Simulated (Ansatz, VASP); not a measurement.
## Cross-check of TaN between VASP and Ansatz

One calculation is typed for both programs; each brings its own data sets. How far apart do they land? The cell is taken from a series of runs on this material, whose earlier steps may have relaxed, scaled, displaced or heated it; both programs get it as it stands.

Calculated with Ansatz 0.2.0; plane waves, with VASP 6.6.1 beside it; zone-centre phonons at PBEsol.

## 1. The structure

The structure is hexagonal, space group P6/mmm (No. 191). The conventional cell has a = 5.115 Å, b = 5.115 Å, c = 2.885 Å, α = 90.00°, β = 90.00°, γ = 120.00°. N has 6 Ta at 2.06 to 2.56 Å nearest. Nearest to Ta lie 6 N at 2.56 Å. Ta has 6 N at 2.06 Å nearest. Farther neighbours and most contacts between anions are not listed.

As a file:

```cif
data_structure
_symmetry_space_group_name_H-M 'P 1'
_symmetry_Int_Tables_number 1
_cell_length_a 5.1146
_cell_length_b 5.1146
_cell_length_c 2.8855
_cell_angle_alpha 90.000
_cell_angle_beta 90.000
_cell_angle_gamma 120.000
_cell_volume 65.37
loop_
_atom_site_label
_atom_site_type_symbol
_atom_site_fract_x
_atom_site_fract_y
_atom_site_fract_z
_atom_site_occupancy
N1 N 0.50000 0.00000 0.00000 1
N2 N 0.50000 0.50000 0.00000 1
N3 N 0.00000 0.50000 0.00000 1
Ta4 Ta 0.00000 0.00000 0.00000 1
Ta5 Ta 0.33333 0.66667 0.50000 1
Ta6 Ta 0.66667 0.33333 0.50000 1
```

## 2. VASP: zone-centre phonons, PBEsol

Second derivatives magnify differences that forces hide, and they need a tight electronic threshold.

Lines of VASP's logs that name or quote its potential files are left out, and so is its time.

Contents of INCAR:

```
SYSTEM = TaN
PREC = Accurate
ENCUT = 600
EDIFF = 1E-08
NELM = 120
ISMEAR = 1
SIGMA = 0.2
LREAL = .FALSE.
ALGO = Normal
GGA = PS
NBANDS = 30
LASPH = .TRUE.
LORBIT = 11
LWAVE = .FALSE.
LCHARG = .FALSE.
ISIF = 2
IBRION = 8
GGA_COMPAT = .FALSE.
KPAR = 2
```

Contents of POSCAR:

```
TaN
1.0
    5.1145881847      0.0000000000      0.0000000000
   -2.5572940924      4.4293632979      0.0000000000
    0.0000000000      0.0000000000      2.8854980783
N Ta
3 3
Direct
    0.5000000000      0.0000000000      0.0000000000
    0.5000000000      0.5000000000      0.0000000000
    0.0000000000      0.5000000000      0.0000000000
    0.0000000000      0.0000000000      0.0000000000
    0.3333333333      0.6666666667      0.5000000000
    0.6666666667      0.3333333333      0.5000000000
```

Contents of KPOINTS:

```
Automatic mesh
0
Gamma
9 9 12
0 0 0
```

PAW data sets: N and Ta_pv (PBE family, release 64).

The run is started by

```bash
> mpirun -np 2 vasp_std
```

Numbers of over 12 decimals in the logs are rounded to 6 here.

What it wrote:

```text
[banner, memory and clock lines left out]
running    2 mpi-ranks, on    1 nodes
 distrk:  each k-point on    1 cores,    2 groups
 distr:  one band on    1 cores,    1 groups

 POSCAR found type information on POSCAR N Ta
 POSCAR found :  2 types and       6 ions
|                                                                             |
|               ----> ADVICE to this user running VASP <----                  |
|                                                                             |
|     You enforced a specific xc type in the INCAR file but a different       |
|     [... a line on the potential file left out ...]
|     I HOPE YOU KNOW WHAT YOU ARE DOING!                                     |
|                                                                             |

 LDA part: xc-table for (Slater+PW92), standard interpolation
 POSCAR, INCAR and KPOINTS ok, starting setup
 FFT: planning ... GRIDC
 FFT: planning ... GRID_SOFT
 FFT: planning ... GRID
 WAVECAR not read
 entering main loop
       N       E                     dE             d eps       ncg     rms          rms(c)
DAV:   1     0.485465712372E+03    0.48547E+03   -0.28941E+04  5040   0.188E+03
DAV:   2    -0.445709348771E+02   -0.53004E+03   -0.51002E+03  5750   0.522E+02
DAV:   3    -0.778147884012E+02   -0.33244E+02   -0.32563E+02  6188   0.123E+02
DAV:   4    -0.785443659879E+02   -0.72958E+00   -0.71772E+00  6272   0.173E+01
DAV:   5    -0.785612777227E+02   -0.16912E-01   -0.16878E-01  6284   0.210E+00    0.498E+01
DAV:   6    -0.691034985325E+02    0.94578E+01   -0.51288E+01  6462   0.423E+01    0.220E+01
DAV:   7    -0.687589103085E+02    0.34459E+00   -0.46620E+00  6538   0.155E+01    0.120E+01
DAV:   8    -0.686093170168E+02    0.14959E+00   -0.87171E-01  6496   0.549E+00    0.350E+00
DAV:   9    -0.685873856877E+02    0.21931E-01   -0.93172E-02  6470   0.257E+00    0.448E-01
DAV:  10    -0.685865940755E+02    0.79161E-03   -0.19443E-02  6416   0.832E-01    0.191E-01
DAV:  11    -0.685860370309E+02    0.55704E-03   -0.45837E-03  6348   0.443E-01    0.459E-02
DAV:  12    -0.685860202048E+02    0.16826E-04   -0.19760E-04  6400   0.103E-01    0.174E-02
DAV:  13    -0.685860199362E+02    0.26863E-06   -0.10119E-05  6276   0.211E-02    0.584E-03
DAV:  14    -0.685860200163E+02   -0.80106E-07   -0.14306E-06  6864   0.835E-03    0.230E-03
DAV:  15    -0.685860199165E+02    0.99735E-07   -0.24582E-07  6626   0.351E-03    0.238E-04
DAV:  16    -0.685860199217E+02   -0.51496E-08   -0.13836E-08  4140   0.842E-04
   1 F= -.68586020E+02 E0= -.68586962E+02  d E =0.282589E-02
 Linear response reoptimize wavefunctions to high precision
DAV:   1    -0.685860199186E+02    0.30450E-08   -0.23355E-09  4034   0.384E-04
DAV:   2    -0.685860199187E+02   -0.45475E-10   -0.56139E-10  3918   0.155E-04
 Linear response DOF=           7
 Linear response progress:
  Degree of freedom:   1/  7
       N       E                     dE             d eps       ncg     rms          rms(c)
RMM:   1    -0.242526489894E+00   -0.24253E+00    0.14318E-01 21528   0.215E+00
RMM:   2    -0.240282373979E+00    0.22441E-02   -0.11225E-02 18010   0.430E-01    0.150E-01
RMM:   3    -0.241267059654E+00   -0.98469E-03   -0.23197E-03 17286   0.171E-01    0.751E-02
RMM:   4    -0.242333406335E+00   -0.10663E-02   -0.55613E-04 18120   0.932E-02    0.226E-02
RMM:   5    -0.242530152532E+00   -0.19675E-03   -0.74250E-05 18837   0.320E-02    0.756E-03
RMM:   6    -0.242539528765E+00   -0.93762E-05   -0.70246E-06 18699   0.102E-02    0.147E-03
RMM:   7    -0.242525446488E+00    0.14082E-04   -0.13193E-06 19525   0.331E-03    0.756E-04
RMM:   8    -0.242526672164E+00   -0.12257E-05   -0.66787E-07 19861   0.123E-03    0.169E-04
RMM:   9    -0.242526385214E+00    0.28695E-06   -0.16482E-07 19291   0.606E-04    0.505E-05
RMM:  10    -0.242526293217E+00    0.91997E-07    0.34810E-10 21292   0.282E-04    0.303E-05
RMM:  11    -0.242526256502E+00    0.36715E-07   -0.21882E-08 20161   0.199E-04    0.869E-06
RMM:  12    -0.242526348018E+00   -0.91516E-07    0.27911E-08 21465   0.169E-04    0.776E-06
RMM:  13    -0.242526330924E+00    0.17094E-07    0.47707E-08 22080   0.160E-04    0.240E-06
RMM:  14    -0.242526331499E+00   -0.57568E-09    0.54815E-09 22091   0.158E-04    0.420E-07
 first order change of Fermi-energy   0.57224E-04
 force on displaced ion       1 direction 1 :   6.571  -0.000   0.000
 Linear response progress:
  Degree of freedom:   2/  7
       N       E                     dE             d eps       ncg     rms          rms(c)
RMM:   1    -0.257539200361E+00   -0.25754E+00    0.15544E-01 22166   0.251E+00
RMM:   2    -0.248915172204E+00    0.86240E-02   -0.18947E-02 17474   0.537E-01    0.514E-01
RMM:   3    -0.249841570874E+00   -0.92640E-03   -0.41053E-03 18770   0.254E-01    0.327E-01
[...]
RMM:  17    -0.251462528775E+00    0.74328E-09    0.14411E-07 20722   0.165E-04    0.144E-07
RMM:  18    -0.251462528596E+00    0.17884E-09    0.14318E-07 20761   0.165E-04    0.308E-08
 first order change of Fermi-energy  -0.43851E-03
 force on displaced ion       1 direction 2 :   0.000 -36.735   0.000
 Linear response progress:
  Degree of freedom:   3/  7
       N       E                     dE             d eps       ncg     rms          rms(c)
RMM:   1    -0.239994251761E+00   -0.23999E+00    0.15744E-01 21691   0.244E+00
[...]
RMM:  16    -0.212463992886E+00   -0.73814E-07   -0.43913E-07 22487   0.304E-04    0.206E-05
RMM:  17    -0.212464010882E+00   -0.17996E-07   -0.34888E-07 23576   0.278E-04    0.222E-05
RMM:  18    -0.212464007850E+00    0.30326E-08   -0.27509E-07 22649   0.261E-04    0.255E-05
RMM:  19    -0.212464050201E+00   -0.42352E-07   -0.23196E-07 23568   0.251E-04    0.223E-05
 first order change of Fermi-energy  -0.50353E-03
 force on displaced ion       4 direction 1 :   0.418  -0.000   0.000
 Linear response progress:
  Degree of freedom:   5/  7
       N       E                     dE             d eps       ncg     rms          rms(c)
RMM:   1    -0.110365440821E+00   -0.11037E+00    0.15322E+01  5961   0.163E+01
RMM:   2    -0.139471390764E+00   -0.29106E-01   -0.33468E-02  7753   0.904E-01    0.153E-01
RMM:   3    -0.137606511676E+00    0.18649E-02   -0.56519E-03  8315   0.256E-01    0.639E-02
RMM:   4    -0.136428285821E+00    0.11782E-02   -0.10395E-03  8902   0.118E-01    0.287E-02
RMM:   5    -0.135938154588E+00    0.49013E-03   -0.10346E-04  9880   0.348E-02    0.291E-03
RMM:   6    -0.135971764870E+00   -0.33610E-04   -0.12467E-05  9234   0.891E-03    0.130E-03
RMM:   7    -0.135972752442E+00   -0.98757E-06   -0.32576E-06  9719   0.290E-03    0.464E-04
RMM:   8    -0.135976670900E+00   -0.39185E-05   -0.20246E-06  9913   0.122E-03    0.121E-04
RMM:   9    -0.135977850847E+00   -0.11799E-05   -0.80513E-07 10071   0.617E-04    0.516E-05
RMM:  10    -0.135978393958E+00   -0.54311E-06   -0.60949E-07 10098   0.391E-04    0.203E-05
RMM:  11    -0.135978163308E+00    0.23065E-06   -0.27015E-07 10363   0.292E-04    0.102E-05
RMM:  12    -0.135978302058E+00   -0.13875E-06   -0.21243E-07 10424   0.246E-04    0.547E-06
RMM:  13    -0.135978379691E+00   -0.77633E-07   -0.14311E-07 10548   0.221E-04    0.399E-06
RMM:  14    -0.135978421870E+00   -0.42179E-07   -0.10364E-07 10943   0.203E-04    0.125E-06
RMM:  15    -0.135978428426E+00   -0.65555E-08   -0.83344E-08 10528   0.191E-04    0.141E-06
 first order change of Fermi-energy   0.11709E-02
 force on displaced ion       4 direction 3 :  -0.000  -0.000  -7.644
 Linear response progress:
  Degree of freedom:   6/  7
       N       E                     dE             d eps       ncg     rms          rms(c)
RMM:   1    -0.180706480617E+00   -0.18071E+00    0.10440E+01 17779   0.203E+01
RMM:   2    -0.209488566582E+00   -0.28782E-01   -0.53567E-02 28673   0.142E+00    0.223E-01
RMM:   3    -0.209080681928E+00    0.40788E-03   -0.79901E-03 30652   0.348E-01    0.120E-01
RMM:   4    -0.208572816662E+00    0.50787E-03   -0.99872E-04 35552   0.128E-01    0.474E-02
RMM:   5    -0.208384414354E+00    0.18840E-03   -0.14366E-04 36519   0.404E-02    0.176E-02
RMM:   6    -0.208323423693E+00    0.60991E-04   -0.94414E-05 35281   0.155E-02    0.476E-03
RMM:   7    -0.208315652717E+00    0.77710E-05   -0.75632E-05 35413   0.777E-03    0.167E-03
RMM:   8    -0.208312649053E+00    0.30037E-05   -0.32240E-05 35136   0.394E-03    0.889E-04
RMM:   9    -0.208313942236E+00   -0.12932E-05   -0.19899E-05 36283   0.162E-03    0.438E-04
RMM:  10    -0.208314606836E+00   -0.66460E-06   -0.10935E-05 35178   0.124E-03    0.184E-04
RMM:  11    -0.208314951327E+00   -0.34449E-06   -0.74822E-06 36136   0.692E-04    0.455E-05
RMM:  12    -0.208315140654E+00   -0.18933E-06   -0.48108E-06 36490   0.487E-04    0.236E-05
RMM:  13    -0.208315358576E+00   -0.21792E-06   -0.36063E-06 38029   0.388E-04    0.156E-05
RMM:  14    -0.208315336053E+00    0.22523E-07   -0.26018E-06 38193   0.339E-04    0.782E-06
RMM:  15    -0.208315342145E+00   -0.60924E-08   -0.22292E-06 40366   0.314E-04    0.980E-06
RMM:  16    -0.208315375956E+00   -0.33811E-07   -0.23110E-06 38915   0.301E-04    0.113E-05
RMM:  17    -0.208315406993E+00   -0.31037E-07   -0.23925E-06 40876   0.291E-04    0.128E-05
RMM:  18    -0.208315475050E+00   -0.68057E-07   -0.27289E-06 40060   0.286E-04    0.124E-05
RMM:  19    -0.208315536398E+00   -0.61348E-07   -0.30155E-06 41714   0.282E-04    0.123E-05
 first order change of Fermi-energy  -0.41142E-05
 force on displaced ion       5 direction 1 : -31.267  -0.004   0.000
 Linear response progress:
  Degree of freedom:   7/  7
       N       E                     dE             d eps       ncg     rms          rms(c)
RMM:   1    -0.142997986938E+00   -0.14300E+00    0.10277E+01  7600   0.193E+01
RMM:   2    -0.169035811357E+00   -0.26038E-01   -0.45521E-02 11848   0.129E+00    0.152E-01
RMM:   3    -0.168588693236E+00    0.44712E-03   -0.79970E-03 13191   0.338E-01    0.792E-02
RMM:   4    -0.168007411977E+00    0.58128E-03   -0.77805E-04 14574   0.126E-01    0.259E-02
RMM:   5    -0.167829208458E+00    0.17820E-03   -0.83376E-05 14907   0.336E-02    0.768E-03
RMM:   6    -0.167775858772E+00    0.53350E-04   -0.26958E-05 14174   0.113E-02    0.147E-03
RMM:   7    -0.167773347155E+00    0.25116E-05   -0.16089E-05 14520   0.447E-03    0.531E-04
RMM:   8    -0.167773858508E+00   -0.51135E-06   -0.12486E-05 14661   0.206E-03    0.224E-04
RMM:   9    -0.167775020348E+00   -0.11618E-05   -0.80739E-06 15125   0.119E-03    0.826E-05
RMM:  10    -0.167775611862E+00   -0.59151E-06   -0.51177E-06 13946   0.788E-04    0.289E-05
RMM:  11    -0.167775959271E+00   -0.34741E-06   -0.31434E-06 14655   0.571E-04    0.150E-05
RMM:  12    -0.167776081139E+00   -0.12187E-06   -0.21798E-06 15647   0.428E-04    0.626E-06
RMM:  13    -0.167776140302E+00   -0.59163E-07   -0.14529E-06 15414   0.358E-04    0.350E-06
RMM:  14    -0.167776210439E+00   -0.70137E-07   -0.10508E-06 15403   0.316E-04    0.212E-06
RMM:  15    -0.167776229827E+00   -0.19389E-07   -0.71838E-07 16193   0.288E-04    0.116E-06
RMM:  16    -0.167776257132E+00   -0.27305E-07   -0.53372E-07 16014   0.271E-04    0.478E-07
RMM:  17    -0.167776262894E+00   -0.57620E-08   -0.37185E-07 16168   0.260E-04    0.767E-07
RMM:  18    -0.167776277303E+00   -0.14408E-07   -0.27683E-07 16389   0.253E-04    0.412E-07
RMM:  19    -0.167776272591E+00    0.47117E-08   -0.21801E-07 15984   0.248E-04    0.130E-06
RMM:  20    -0.167776259513E+00    0.13078E-07   -0.16792E-07 16510   0.245E-04    0.272E-06
RMM:  21    -0.167776259344E+00    0.16854E-09   -0.11855E-07 16070   0.242E-04    0.300E-06
RMM:  22    -0.167776266016E+00   -0.66713E-08   -0.10109E-07 16264   0.241E-04    0.267E-06
RMM:  23    -0.167776264380E+00    0.16360E-08   -0.87615E-08 16236   0.240E-04    0.303E-06
 first order change of Fermi-energy  -0.24364E-03
 force on displaced ion       5 direction 3 :   0.000  -0.000 -25.826
 Linear response finished
```

(Continued in part 2 of 2.)

[Lines on the potential files, build, host, timing and source positions are cut from VASP's logs without a mark.]

[Logs are printed without paths, hosts, clocks, repeated set-up lines and the standing remarks that a program may print on its own settings, such as how far it seeks lower states.]

[Hosts, paths, dates, database ids (printed as entryN), source tags and the programs' standing remarks are cut or masked in the printed files.]
